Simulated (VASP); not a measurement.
Output of a VASP run:

File OSZICAR:
```
       N       E                     dE             d eps       ncg     rms          rms(c)
DAV:   1     0.261064347220E+03    0.26106E+03   -0.11596E+04   944   0.199E+03
DAV:   2     0.466056278156E+02   -0.21446E+03   -0.20962E+03  1392   0.319E+02
DAV:   3     0.116081278780E+02   -0.34997E+02   -0.33554E+02  1288   0.146E+02
DAV:   4     0.104424902533E+02   -0.11656E+01   -0.11655E+01  1408   0.293E+01
DAV:   5     0.103799705888E+02   -0.62520E-01   -0.62515E-01  1488   0.544E+00    0.427E+01
DAV:   6    -0.691578450835E+01   -0.17296E+02   -0.16955E+02   992   0.151E+02    0.187E+01
DAV:   7    -0.547351001164E+01    0.14423E+01   -0.14963E+01  1448   0.401E+01    0.627E+00
DAV:   8    -0.591505625574E+01   -0.44155E+00   -0.11026E+01  1424   0.359E+01    0.914E+00
DAV:   9    -0.526920798399E+01    0.64585E+00   -0.63556E+00  1320   0.183E+01    0.396E+00
DAV:  10    -0.546745952419E+01   -0.19825E+00   -0.87432E-01  1368   0.726E+00    0.384E+00
DAV:  11    -0.531587649870E+01    0.15158E+00   -0.15137E+00  1376   0.102E+01    0.159E+00
DAV:  12    -0.532634831123E+01   -0.10472E-01   -0.20822E-01  1048   0.430E+00    0.667E-01
DAV:  13    -0.535367678700E+01   -0.27328E-01   -0.26515E-02  1152   0.199E+00    0.856E-01
DAV:  14    -0.535186726756E+01    0.18095E-02   -0.38632E-03  1640   0.629E-01    0.643E-01
DAV:  15    -0.534927102617E+01    0.25962E-02   -0.82837E-03  1392   0.716E-01    0.429E-01
DAV:  16    -0.534924303659E+01    0.27990E-04   -0.10973E-02  1328   0.821E-01    0.547E-02
DAV:  17    -0.534945887645E+01   -0.21584E-03   -0.71561E-04   992   0.233E-01    0.126E-01
DAV:  18    -0.534954046158E+01   -0.81585E-04   -0.17194E-04  1400   0.135E-01    0.717E-02
DAV:  19    -0.534954268106E+01   -0.22195E-05   -0.11699E-04  1368   0.800E-02    0.294E-02
DAV:  20    -0.534955654756E+01   -0.13866E-04   -0.59652E-05  1424   0.735E-02    0.500E-03
DAV:  21    -0.534957645135E+01   -0.19904E-04   -0.20978E-06   992   0.196E-02    0.591E-03
DAV:  22    -0.534957433287E+01    0.21185E-05   -0.43150E-07  1160   0.622E-03    0.445E-03
DAV:  23    -0.534957864935E+01   -0.43165E-05   -0.13414E-06  1208   0.146E-02    0.384E-03
DAV:  24    -0.534957813531E+01    0.51404E-06   -0.57510E-08   568   0.322E-03    0.157E-03
DAV:  25    -0.534957837764E+01   -0.24233E-06   -0.20218E-08   608   0.219E-03    0.170E-03
DAV:  26    -0.534957815190E+01    0.22573E-06   -0.23315E-08   536   0.131E-03    0.478E-04
DAV:  27    -0.534957818805E+01   -0.36145E-07   -0.77893E-09   544   0.126E-03
   1 F= -.53495782E+01 E0= -.53495782E+01  d E =0.000000E+00
       N       E                     dE             ncg
       N       E                     dE             ncg
       N       E                     dE             ncg
```

File OUTCAR:
```
------------------------ aborting loop because EDIFF is reached ----------------------------------------
  FORCE on cell =-STRESS in cart. coord.  units (eV):
  Direction    XX          YY          ZZ          XY          YZ          ZX
  --------------------------------------------------------------------------------------
  Total        0.0116770      0.0116770      0.0116770     -0.0000000      0.0000000     -0.0000000
  in kB        0.4656746      0.4656746      0.4656746     -0.0000000      0.0000000     -0.0000000
  external PRESSURE =       0.4656746 kB  Pullay stress =       0.0000000 kB
  volume of cell :       40.18
      direct lattice vectors                 reciprocal lattice vectors
     0.000000000  2.718379452  2.718379452    -0.183933115  0.183933115  0.183933115
     2.718379452  0.000000000  2.718379452     0.183933115 -0.183933115  0.183933115
     2.718379452  2.718379452  0.000000000     0.183933115  0.183933115 -0.183933115
 POSITION                                       TOTAL-FORCE (eV/Angst)
 -----------------------------------------------------------------------------------
      0.00000      0.00000      0.00000         0.000000      0.000000      0.000000
      1.35919      1.35919      1.35919         0.000000      0.000000     -0.000000
      4.07757      4.07757      4.07757        -0.000000     -0.000000     -0.000000
 -----------------------------------------------------------------------------------
    total drift:                                0.000000     -0.000000      0.000000
  FREE ENERGIE OF THE ION-ELECTRON SYSTEM (eV)
  ---------------------------------------------------
  free  energy   TOTEN  =        -5.3495781880 eV

  energy  without entropy=       -5.3495781880  energy(sigma->0) =       -5.34957819

 total charge

# of ion       s       p       d       f       tot
--------------------------------------------------
    1        2.034   5.820   0.869   0.919   9.642
    2        1.564   3.423   0.000   0.000   4.988
    3        1.564   3.423   0.000   0.000   4.988
--------------------------------------------------
tot          5.163  12.667   0.869   0.919  19.617

 Electric field gradients after diagonalization (V/A^2)
 (convention: |V_zz| > |V_xx| > |V_yy|)
----------------------------------------------------------------------
 ion       V_xx      V_yy      V_zz     asymmetry (V_yy - V_xx)/ V_zz
----------------------------------------------------------------------
   1      -0.000    -0.000     0.000       0.000
   2       0.002     0.002    -0.003       0.000
   3       0.002     0.002    -0.003       0.000
```
(Selected blocks of OUTCAR.)

**POSCAR**
```
CeO2
1
    0.0000000000     2.7183794524     2.7183794524
    2.7183794524     0.0000000000     2.7183794524
    2.7183794524     2.7183794524     0.0000000000
Ce O
1 2
Direct
  0.0000000000   0.0000000000   0.0000000000
  0.2500000000   0.2500000000   0.2500000000
  0.7500000000   0.7500000000   0.7500000000
```

### Question
Reconstruct the remaining input files.

### Answer
Several could match; the one computed here: the input of the run itself, revTPSS meta-GGA, plane waves, VASP's PBE PAW potentials (set 64).

### KPOINTS
```
Automatic mesh
0
Gamma
8 8 8
0 0 0
```

**INCAR**
```
SYSTEM  =  CeO2
PREC  =  Accurate; ENCUT  =  520; LREAL  =  .FALSE.
LASPH  =  .TRUE.
EDIFF  =  1E-7; NELM  =  100; ALGO  =  Normal
LMAXMIX  =  6; LMIXTAU  =  .TRUE.
ISMEAR  =  -5
METAGGA  =  RTPSS
ISIF  =  2
LWAVE  =  .FALSE.; LCHARG  =  .FALSE.; LORBIT  =  11
NEDOS  =  601
LEFG  =  .TRUE.
```

File KPOINTS_OPT:
```
k-points along high-symmetry lines
10
Line-mode
Reciprocal
  0.000000   0.000000   0.000000 ! GAMMA
  0.500000   0.000000   0.500000 ! X

  0.500000   0.000000   0.500000 ! X
  0.625000   0.250000   0.625000 ! U

  0.375000   0.375000   0.750000 ! K
  0.000000   0.000000   0.000000 ! GAMMA

  0.000000   0.000000   0.000000 ! GAMMA
  0.500000   0.500000   0.500000 ! L

  0.500000   0.500000   0.500000 ! L
  0.500000   0.250000   0.750000 ! W

  0.500000   0.250000   0.750000 ! W
  0.500000   0.000000   0.500000 ! X
```

POTCAR, in this order: Ce O (PBE.64 set). Program: vasp_std.

The compound is CeO2 in the fluorite structure. It was relaxed first. The run is not spin-polarised, so no magnetic state was tried.
